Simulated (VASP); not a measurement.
A VASP calculation is set up with these files.

### KPOINTS
```
Automatic mesh
0
Gamma
11 11 6
```

INCAR:
```
# general
SYSTEM =TiS2
PREC   =Accurate
ENCUT  =500
LREAL  =F
LASPH  =T

# electronic loop
EDIFF  =1E-6
NELM   =100
ALGO   =Normal
LMAXMIX=4

# smearing
ISMEAR =1
SIGMA  =0.1

# functional
GGA    =PS

# ions
IBRION =2
NSW    =40
ISIF   =3
EDIFFG =-0.02
PSTRESS=200

# output
LWAVE  =F
LCHARG =F
```

### POSCAR
```
TiS2
1.0
  1.5639647477  -2.7088676230   0.0000000000
  1.5639647477   2.7088676230   0.0000000000
  0.0000000000   0.0000000000   5.0434004195
Ti S
1 2
direct
  0.0000000000   0.0000000000   0.0000000000
  0.3333330000   0.6666670000   0.2910193744
  0.6666670000   0.3333330000   0.7089806256
```

POTCAR, in this order: Ti_sv S (PBE.64 set). Program: vasp_std.

Problem. Write an equivalent input for Quantum ESPRESSO's pw.x.

Solution. One equivalent input (not run):
```
&CONTROL
  calculation = 'vc-relax'
  pseudo_dir = './pseudo'
  outdir = './out'
  tprnfor = .true.
  tstress = .true.
  nstep = 40
  forc_conv_thr = 0.00078
/
&SYSTEM
  ibrav = 0
  nat = 3
  ntyp = 2
  ecutwfc = 84
  occupations = 'smearing'
  smearing = 'methfessel-paxton'
  degauss = 0.00735
  input_dft = 'pbesol'
/
&ELECTRONS
  conv_thr = 7.3e-08
  electron_maxstep = 100
/
&IONS
/
&CELL
  press = 200
/
ATOMIC_SPECIES
  Ti 47.867 Ti.upf
  S 32.060 S.upf
CELL_PARAMETERS angstrom
     1.5639647   -2.7088676    0.0000000
     1.5639647    2.7088676   -0.0000000
    -0.0000000   -0.0000000    5.0434004
ATOMIC_POSITIONS crystal
  Ti   0.0000000  0.0000000  0.0000000
  S    0.3333330  0.6666670  0.2910194
  S    0.6666670  0.3333330  0.7089806
K_POINTS automatic
  11 11 6 0 0 0
```
What does not carry over: the potentials are each code's own (VASP's PAW set, PseudoDojo norm-conserving files in pw.x), so ENCUT and ecutwfc are chosen apart and not converted; conv_thr bounds pw.x's estimated SCF error, while EDIFF bounds the energy change between steps; forc_conv_thr acts on force components and is met together with etot_conv_thr.

The compound is TiS2 in the 1T layered structure. It was relaxed first under an external pressure of 20 GPa.
